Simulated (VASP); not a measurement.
# Mg6Cd2O7 (a cell with a defect) in VASP: further runs

Runs on Mg6Cd2O7 (a cell with a defect). Level: PBEsol. Tasks: single point.

All numbers are computed with VASP 6.6.1; they aren't measurements. Logs are shortened: lines on timing, memory, paths and dates and some standing lists are left out, and cuts for length are marked.

## (1) The crystal as given

The cell holds a defect, 15 atoms: a = 6.210 Å, b = 6.210 Å, c = 6.210 Å, α = 60.00°, β = 60.00°, γ = 60.00°.

## (2) Single point, PBEsol (O vacancy, atoms relaxed)

Input file INCAR:

```
SYSTEM = Mg6Cd2O7
PREC = Accurate
ENCUT = 520
EDIFF = 1E-6
ISMEAR = 0
SIGMA = 0.05
LREAL = Auto
LASPH = .TRUE.
NELM = 100
ALGO = Fast
ISIF = 2
LWAVE = .FALSE.
LCHARG = .FALSE.
GGA = PS
NBANDS = 52
NELECT = 76.0
```

Input file KPOINTS:

```
Automatic mesh
0
G
  4 4 4
  0 0 0
```

Input file POSCAR:

```
Mg6Cd2O7
1.0
   -4.3913357382      4.3913357382      0.0000000000
    0.0000000000      4.3913357382     -4.3913357382
   -4.3913357382      0.0000000000     -4.3913357382
Mg Cd O
6 2 7
Direct
    0.0000000000      0.5000000000      0.0000000000
    0.5000000000      0.0000000000      0.5000000000
   -0.0206466155      0.0206466155      0.5206466155
    0.5206466155      0.4793533845     -0.0206466155
    0.5206466155      0.0206466155     -0.0206466155
   -0.0206466155      0.4793533845      0.5206466155
    0.0103527622     -0.0103527622      0.0103527622
    0.4896472378      0.5103527622      0.4896472378
    0.7500000000      0.2500000000      0.7500000000
    0.7500000000      0.7500000000      0.7500000000
    0.2500000000      0.2500000000      0.2500000000
    0.2500000000      0.7500000000      0.7500000000
    0.7500000000      0.2500000000      0.2500000000
    0.2500000000      0.2500000000      0.7500000000
    0.7500000000      0.7500000000      0.2500000000
```

Potentials or basis: VASP PAW PBE potentials, release 64 (Mg, Cd, O).

The run is started by

```
$ cat potpaw_PBE.64/Mg/POTCAR potpaw_PBE.64/Cd/POTCAR potpaw_PBE.64/O/POTCAR > POTCAR
$ mpirun -np 1 vasp_std > vasp.out
```

OUTCAR:

```text
SYSTEM = Mg6Cd2O7
   PREC = Accurate
   ENCUT = 520
   EDIFF = 1E-6
   ISMEAR = 0
   LREAL = Auto
   LASPH = .TRUE.
   NELM = 100
   ISIF = 2
   GGA = PS
   NELECT = 76.0

 ion  position               nearest neighbor table
   1  0.000  0.500  0.000-  10 2.20  11 2.20  12 2.20  13 2.20  14 2.20  15 2.20   7 3.11   8 3.11
                             7 3.11   8 3.11   3 3.11   5 3.11   3 3.11   6 3.11   4 3.11   6 3.11
   2  0.500  0.000  0.500-  10 2.20  11 2.20  12 2.20  13 2.20  14 2.20  15 2.20   7 3.11   8 3.11
                             7 3.11   8 3.11   5 3.11   3 3.11   4 3.11   5 3.11   4 3.11   6 3.11
   3  0.979  0.021  0.521-   9 2.01  10 2.20  11 2.20  12 2.20  13 2.20   6 2.85   5 2.85   8 3.05
                             7 3.05   2 3.11   2 3.11   1 3.11   1 3.11   7 3.17   8 3.17   5 3.36
   4  0.521  0.479  0.979-   9 2.01  10 2.20  11 2.20  12 2.20  13 2.20   6 2.85   5 2.85   8 3.05
                             7 3.05   2 3.11   2 3.11   1 3.11   1 3.11   7 3.17   8 3.17   6 3.36
   5  0.521  0.021  0.979-   9 2.01  10 2.20  11 2.20  14 2.20  15 2.20   4 2.85   3 2.85   8 3.05
                             7 3.05   2 3.11   2 3.11   1 3.11   1 3.11   8 3.17   7 3.17   4 3.36
   6  0.979  0.479  0.521-   9 2.01  10 2.20  11 2.20  14 2.20  15 2.20   4 2.85   3 2.85   8 3.05
                             7 3.05   2 3.11   2 3.11   1 3.11   1 3.11   7 3.17   8 3.17   4 3.36
   7  0.010  0.990  0.010-  12 2.20  13 2.20  14 2.20  15 2.20   9 2.29   4 3.05   5 3.05   6 3.05
                             3 3.05   1 3.11   1 3.11   2 3.11   2 3.11   4 3.17   5 3.17   6 3.17
   8  0.490  0.510  0.490-  12 2.20  13 2.20  14 2.20  15 2.20   9 2.29   4 3.05   5 3.05   6 3.05
                             3 3.05   1 3.11   1 3.11   2 3.11   2 3.11   4 3.17   5 3.17   3 3.17
   9  0.750  0.250  0.750-   3 2.01   4 2.01   5 2.01   6 2.01   7 2.29   8 2.29
  10  0.750  0.750  0.750-   1 2.20   2 2.20   3 2.20   4 2.20   5 2.20   6 2.20
  11  0.250  0.250  0.250-   1 2.20   2 2.20   3 2.20   4 2.20   5 2.20   6 2.20
  12  0.250  0.750  0.750-   1 2.20   2 2.20   7 2.20   8 2.20   3 2.20   4 2.20
  13  0.750  0.250  0.250-   1 2.20   2 2.20   7 2.20   8 2.20   3 2.20   4 2.20
  14  0.250  0.250  0.750-   1 2.20   2 2.20   7 2.20   8 2.20   5 2.20   6 2.20
  15  0.750  0.750  0.250-   1 2.20   2 2.20   7 2.20   8 2.20   5 2.20   6 2.20

  LATTYP: Found a face centered cubic cell.
 ALAT       =     8.7826714764

  Lattice vectors:

 A1 = (  -4.3913357382,   4.3913357382,   0.0000000000)
 A2 = (   0.0000000000,   4.3913357382,  -4.3913357382)
 A3 = (  -4.3913357382,   0.0000000000,  -4.3913357382)

Analysis of symmetry for initial positions (statically):
=====================================================================
 Subroutine PRICEL returns:
 Original cell was already a primitive cell.

 Routine SETGRP: Setting up the symmetry group for a
 face centered cubic supercell.

 Subroutine GETGRP returns: Found 16 space group operations
 (whereof  8 operations were pure point group operations)
 out of a pool of 48 trial point group operations.

The static configuration has the point symmetry C_4v.
 The point group associated with its full space group is D_4h.

Analysis of symmetry for dynamics (positions and initial velocities):
=====================================================================
 Subroutine PRICEL returns:
 Original cell was already a primitive cell.

 Routine SETGRP: Setting up the symmetry group for a
 face centered cubic supercell.

 Subroutine GETGRP returns: Found 16 space group operations
 (whereof  8 operations were pure point group operations)
 out of a pool of 48 trial point group operations.

The dynamic configuration has the point symmetry C_4v.
 The point group associated with its full space group is D_4h.

 Subroutine INISYM returns: Found 16 space group operations
 (whereof  8 operations are pure point group operations),
 and found     1 'primitive' translations

----------------------------------------------------------------------------------------

                                     Primitive cell

  volume of cell :     169.3635

  direct lattice vectors                    reciprocal lattice vectors
    -4.391335738  4.391335738  0.000000000    -0.113860572  0.113860572  0.113860572
     0.000000000  4.391335738 -4.391335738     0.113860572  0.113860572 -0.113860572
    -4.391335738  0.000000000 -4.391335738    -0.113860572 -0.113860572 -0.113860572

  length of vectors
     6.210286558  6.210286558  6.210286558     0.197212296  0.197212296  0.197212296

  position of ions in fractional coordinates (direct lattice)
     0.000000000  0.500000000  0.000000000
     0.500000000  0.000000000  0.500000000
     0.979353385  0.020646615  0.520646615
     0.520646615  0.479353385  0.979353385
     0.520646615  0.020646615  0.979353385
     0.979353385  0.479353385  0.520646615
     0.010352762  0.989647238  0.010352762
     0.489647238  0.510352762  0.489647238
     0.750000000  0.250000000  0.750000000
     0.750000000  0.750000000  0.750000000
     0.250000000  0.250000000  0.250000000
     0.250000000  0.750000000  0.750000000
     0.750000000  0.250000000  0.250000000
     0.250000000  0.250000000  0.750000000
     0.750000000  0.750000000  0.250000000

  ion indices of the primitive-cell ions
   primitive index   ion index
                 1           1
                 2           2
                 3           3
                 4           4
                 5           5
                 6           6
                 7           7
                 8           8
                 9           9
                10          10
                11          11
                12          12
                13          13
                14          14
                15          15

----------------------------------------------------------------------------------------

 KPOINTS: Automatic mesh

Automatic generation of k-mesh.
 Grid dimensions read from file:
 generate k-points for:    4    4    4

 Generating k-lattice:

  Cartesian coordinates                     Fractional coordinates (reciprocal lattice)
    -0.028465143  0.028465143  0.028465143     0.250000000  0.000000000  0.000000000
     0.028465143  0.028465143 -0.028465143     0.000000000  0.250000000  0.000000000
    -0.028465143 -0.028465143 -0.028465143     0.000000000  0.000000000  0.250000000

  Length of vectors
     0.049303074  0.049303074  0.049303074

  Shift w.r.t. Gamma in fractional coordinates (k-lattice)
     0.000000000  0.000000000  0.000000000

 Subroutine IBZKPT returns following result:
 ===========================================

 Found     13 irreducible k-points:

 Following reciprocal coordinates:
            Coordinates               Weight
  0.000000  0.000000  0.000000      1.000000
  0.250000  0.000000  0.000000      8.000000
  0.500000  0.000000  0.000000      4.000000
  0.250000  0.250000  0.000000      4.000000
  0.250000  0.000000  0.250000      2.000000
  0.500000  0.250000  0.000000     16.000000
  0.250000  0.000000  0.500000      8.000000
 -0.250000  0.250000  0.000000      8.000000
  0.250000  0.000000 -0.250000      4.000000
  0.500000  0.500000  0.000000      2.000000
  0.500000  0.000000  0.500000      1.000000
 -0.250000  0.500000  0.250000      2.000000
  0.250000 -0.250000  0.500000      4.000000
   k-points           NKPTS =     13   k-points in BZ     NKDIM =     13   number of bands    NBANDS=     52
   number of dos      NEDOS =    301   number of ions     NIONS =     15
   total plane-waves  NPLWV = 110592
   dimension x,y,z NGX =    48 NGY =   48 NGZ =   48
   dimension x,y,z NGXF=    96 NGYF=   96 NGZF=   96
   ions per type =               6   2   7
   NGX,Y,Z   is equivalent  to a cutoff of  12.85, 12.85, 12.85 a.u.
   NGXF,Y,Z  is equivalent  to a cutoff of  25.70, 25.70, 25.70 a.u.
 SYSTEM =  Mg6Cd2O7
   PREC   = accura    normal or accurate (medium, high low for compatibility)
   ISTART =      0    job   : 0-new  1-cont  2-samecut
   ICHARG =      2    charge: 1-file 2-atom 10-const
   ISPIN  =      1    spin polarized calculation?
   LNONCOLLINEAR =      F non collinear calculations
   LSORBIT =      F    spin-orbit coupling
   LASPH  =      T    aspherical Exc in radial PAW
   ENCUT  =  520.0 eV  38.22 Ry    6.18 a.u.  11.55 11.55 11.55*2*pi/ulx,y,z
   NELM   =    100;   NELMIN=  2; NELMDL= -5     # of ELM steps
   EDIFF  = 0.1E-05   stopping-criterion for ELM
   LREAL  =      T    real-space projection
   EDIFFG = 0.1E-04   stopping-criterion for IOM
   NSW    =      0    number of steps for IOM
   IBRION =     -1    ionic relax: 0-MD 1-quasi-New 2-CG
   NFREE  =      0    steps in history (QN), initial steepest desc. (CG)
   ISIF   =      2    stress and relaxation
   ISYM   =      2    0-nonsym 1-usesym 2-fastsym
   POTIM  = 0.5000    time-step for ionic-motion
   TEBEG  =    0.0;   TEEND  =   0.0 temperature during run
   PSTRESS=    0.0 pullay stress
   NELECT =      76.0000    total number of electrons
   NUPDOWN=      -1.0000    fix difference up-down
   EMIN   =  10.00;   EMAX   =-10.00  energy-range for DOS
   EFERMI =   0.00;   METHOD = LEGACY
   ISMEAR =     0;   SIGMA  =   0.05  broadening in eV -4-tet -1-fermi 0-gaus
   EFERMI_NEDOS =   21; number of points for ismear=-14 and -15
   IALGO  =     68    algorithm
   IMIX   =      4    mixing-type and parameters
     AMIX     =   0.40;   BMIX     =  1.00
     AMIX_MAG =   1.60;   BMIX_MAG =  1.00
  volume/ion in A,a.u.               =      11.29        76.19
  Fermi-wavevector in a.u.,A,eV,Ry     =   1.253351  2.368490 21.373240  1.570889
  Thomas-Fermi vector in A             =   2.387208
   LORBIT       =      0    0 simple, 1 ext, 2 COOP (PROOUT), +10 PAW based schemes
   GGA     = PS    functional components
   LHFCALC =     F    Hartree Fock is set to
   AEXX    =    0.0000 exact exchange contribution
   IVDW    =     0    specifies the selected vdW correction
   LEPSILON=     F    determine dielectric tensor
   LRPA    =     F    only Hartree local field effects (RPA)
 non-spin polarized calculation
 RMM-DIIS sequential band-by-band and
 Gauss-broadening in eV      SIGMA  =   0.05
  energy-cutoff  :      520.00
  volume of cell :      169.36
 maximum number of plane-waves:      4584
 NGX is ok and might be reduce to    48
   NGX = 23   NGY = 23   NGZ = 23

 number of electron      75.9999986 magnetization

 Free energy of the ion-electron system (eV)
  ---------------------------------------------------
  ext. energy  EPLUGINS =         0.00000000
  ---------------------------------------------------
  free energy    TOTEN  =       -88.77394413 eV

  energy without entropy =      -88.77041200  energy(sigma->0) =      -88.77217806

 E-fermi :   3.1864     XC(G=0): -10.8618

 val. band max:        2.9354318043   @ k =   0.2500   0.0000   0.5000
 cond. band min:       3.1987095561   @ k =   0.2500   0.0000   0.0000
 fundamental gap:      0.2632777519
 Fermi energy:         3.1863564039

 k-point     1 :       0.0000    0.0000    0.0000
  band No.  band energies     occupation
      1     -14.7808      2.00000
      2     -14.0660      2.00000
      3     -13.8744      2.00000
      4     -13.8565      2.00000
      5     -13.8565      2.00000
      6     -13.3335      2.00000
[... 42 lines left out ...]
     49      10.7987      0.00000
     50      12.0164      0.00000
[... 634 lines left out ...]
     49      12.5142      0.00000
     50      12.5370      0.00000
 [bands above 50 left out]

------------------------ aborting loop because EDIFF is reached ----------------------------------------

  FORCE on cell =-STRESS in cart. coord.  units (eV):
  Direction    XX          YY          ZZ          XY          YZ          ZX
  --------------------------------------------------------------------------------------
  -------------------------------------------------------------------------------------
  Total      -22.6490508    -13.9967928    -13.9967928      0.0000000     -0.0000000     -0.0000000
  in kB     -214.2597854   -132.4095151   -132.4095151      0.0000000     -0.0000000     -0.0000000
  external PRESSURE =    -159.6929385 kB  Pullay stress =       0.0000000 kB

 VOLUME and BASIS-vectors are now :
 -----------------------------------------------------------------------------
  energy-cutoff  :      520.00
  volume of cell :      169.36
      direct lattice vectors                 reciprocal lattice vectors
    -4.391335738  4.391335738  0.000000000    -0.113860572  0.113860572  0.113860572
     0.000000000  4.391335738 -4.391335738     0.113860572  0.113860572 -0.113860572
    -4.391335738  0.000000000 -4.391335738    -0.113860572 -0.113860572 -0.113860572

 POSITION                                       TOTAL-FORCE (eV/Angst)
 -----------------------------------------------------------------------------------
      0.00000      2.19567     -2.19567        -0.000000      0.000000     -0.000000
     -4.39134      2.19567     -2.19567        -0.000000      0.000000      0.000000
     -6.58700      4.39134     -2.37700        -0.000000      0.000000     -0.033434
     -6.58700      4.39134     -6.40567        -0.000000      0.000000      0.033434
     -6.58700      2.37700     -4.39134        -0.000000      0.033434      0.000000
     -6.58700      6.40567     -4.39134        -0.000000     -0.033434      0.000000
     -0.09092      4.39134     -4.39134        -0.055747      0.000000      0.000000
     -4.30041      4.39134     -4.39134         0.055747      0.000000      0.000000
     -6.58700      4.39134     -4.39134        -0.000000      0.000000      0.000000
     -6.58700      6.58700     -6.58700        -0.000000      0.000000     -0.000000
     -2.19567      2.19567     -2.19567        -0.000000      0.000000      0.000000
     -4.39134      4.39134     -6.58700        -0.000000      0.000000      0.000000
     -4.39134      4.39134     -2.19567        -0.000000      0.000000     -0.000000
     -4.39134      2.19567     -4.39134        -0.000000      0.000000      0.000000
     -4.39134      6.58700     -4.39134        -0.000000      0.000000      0.000000
 -----------------------------------------------------------------------------------
    total drift:                               -0.000000     -0.000000     -0.000000

  FREE ENERGIE OF THE ION-ELECTRON SYSTEM (eV)
  ---------------------------------------------------
  free  energy   TOTEN  =       -88.7739441331 eV

  energy  without entropy=      -88.7704119952  energy(sigma->0) =      -88.77217806
```

Run time: 2 min. Hardware: 1 thread of Intel Xeon 6975P-C (Granite Rapids), shared host; peak memory 0.36 GiB.

What came out:

```yaml
Free_energy: -88.7739 eV
Largest_force: 0.056 eV/Å
Band_gap_on_the_k_mesh: none (metal or under the smearing width)
```

Forces on the atoms (eV/Å):
```
Mg   0.000  0.000  0.000
Mg   0.000  0.000  0.000
Mg   0.000  0.000 -0.033
Mg   0.000  0.000  0.033
Mg   0.000  0.033  0.000
Mg   0.000 -0.033  0.000
Cd  -0.056  0.000  0.000
Cd   0.056  0.000  0.000
O    0.000  0.000  0.000
O    0.000  0.000  0.000
O    0.000  0.000  0.000
O    0.000  0.000  0.000
O    0.000  0.000  0.000
O    0.000  0.000  0.000
O    0.000  0.000  0.000
```

Caveat: the cell carries a net charge on a neutralising background, which shifts energy and pressure; the cell is charged against a uniform background, so pressure and absolute levels hang on convention; the PAW data sets were made with another functional, which shifts forces and pressure a little.

## (3) Single point, PBEsol

Input file INCAR:

```
ALGO = Fast ; EDIFF = 1E-7
ENCUT = 520 ; GGA = PS
ISIF = 2 ; ISMEAR = 0
LASPH = T ; LCHARG = T
LELF = T ; LREAL = Auto
LVHAR = T ; LWAVE = F
NBANDS = 52 ; NELECT = 76.0
NELM = 100 ; PREC = Accurate
SIGMA = 0.05
```

Input file KPOINTS:

```
k-points
0
Gamma
  4 4 4
```

Input file POSCAR:

```
Mg6Cd2O7
1.0
   -4.3913357382      4.3913357382      0.0000000000
    0.0000000000      4.3913357382     -4.3913357382
   -4.3913357382      0.0000000000     -4.3913357382
Mg Cd O
6 2 7
Direct
    0.0078331743      0.4921668257      0.0078331743
    0.4921668257      0.0078331743      0.4921668257
   -0.0024901335      0.0181564820      0.5024901335
    0.5024901335      0.4818435180     -0.0024901335
    0.5024901335      0.0181564820     -0.0024901335
   -0.0024901335      0.4818435180      0.5024901335
    0.0051763811     -0.0051763811      0.0051763811
    0.4948236189      0.5051763811      0.4948236189
    0.7500000000      0.2500000000      0.7500000000
    0.5000000000      0.7500000000      1.0000000000
    0.2500000000      0.2500000000      0.2500000000
    0.2500000000      0.7500000000      0.7500000000
    0.7500000000      0.2500000000      0.2500000000
    0.2500000000      0.2500000000      0.7500000000
    0.7500000000      0.7500000000      0.2500000000
```

Potentials or basis: VASP PAW PBE potentials, release 64 (Mg, Cd, O).

The run is started by

```
$ cat potpaw_PBE.64/Mg/POTCAR potpaw_PBE.64/Cd/POTCAR potpaw_PBE.64/O/POTCAR > POTCAR
$ mpirun -np 1 vasp_std > vasp.out
```

Run time: 3 min. Hardware: 1 thread of Intel Xeon 6975P-C (Granite Rapids), shared host; peak memory 0.38 GiB.

Results (log left out):

```yaml
Free_energy: -85.2741 eV
Largest_force: 5.658 eV/Å
Band_gap_on_the_k_mesh: none (metal or under the smearing width)
```

Forces on the atoms (eV/Å):
```
Mg  -0.297 -0.339 -0.339
Mg   0.297 -0.339 -0.339
Mg   0.000  1.152 -0.984
Mg   0.000 -4.018  3.983
Mg   0.000  3.983 -4.018
Mg   0.000 -0.984  1.152
Cd  -0.822  0.199  0.199
Cd   0.822  0.199  0.199
O    0.000  0.217  0.217
O    0.000  0.373  0.373
O    0.000 -0.170 -0.170
O    1.378 -0.637  0.501
O   -1.378 -0.637  0.501
O    1.378  0.501 -0.637
O   -1.378  0.501 -0.637
```

Levels at points of the mesh, in eV from the Fermi level:
```tsv
k point	band 36	band 37	band 38	band 39	band 40	band 41
(0.00, 0.00, 0.00)	-1.41	-1.09	-0.97	0.00	3.00	3.40
(0.50, 0.00, 0.00)	-1.48	-1.48	-1.38	1.14	2.09	3.81
(0.00, 0.50, 0.00)	-1.53	-1.41	-1.09	0.59	2.81	4.02
(0.50, 0.50, 0.00)	-2.03	-1.55	-0.75	1.33	2.85	3.77
(0.50, 0.00, 0.50)	-2.07	-1.82	0.01	0.83	2.90	4.22
```

Caveat: the cell carries a net charge on a neutralising background, which shifts energy and pressure; the cell is charged against a uniform background, so pressure and absolute levels hang on convention; the PAW data sets were made with another functional, which shifts forces and pressure a little.
